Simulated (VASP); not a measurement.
**Se (relaxed from the beta-Sn structure, space group I4_1/amd): computed properties**

Method: r2SCAN meta-GGA, VASP's PBE PAW potentials (set 64) (plane waves; VASP).

```json
{
 "space_group": "I4_1/amd (141)",
 "cell": "a = b = 5.727 Å, c = 2.722 Å, α = β = γ = 90.00°",
 "volume_per_atom": "22.32 Å³/atom",
 "band gap (over mesh and band path)": "none (metal, semimetal or under 0.01 eV)",
 "density": "5.88 g/cm³"
}
```

```
CELL_PARAMETERS angstrom
     -2.86366     2.86366     1.36079
      2.86366    -2.86366     1.36079
      2.86366     2.86366    -1.36079
ATOMIC_POSITIONS crystal
  Se 0.75000 0.25000 0.50000
  Se 0.00000 0.00000 0.00000
```

The structure was generated: Se was put into the beta-Sn type (I4_1/amd), which need not be its known phase. It was relaxed first. Symmetry was kept, so distortions that lower it aren't found.
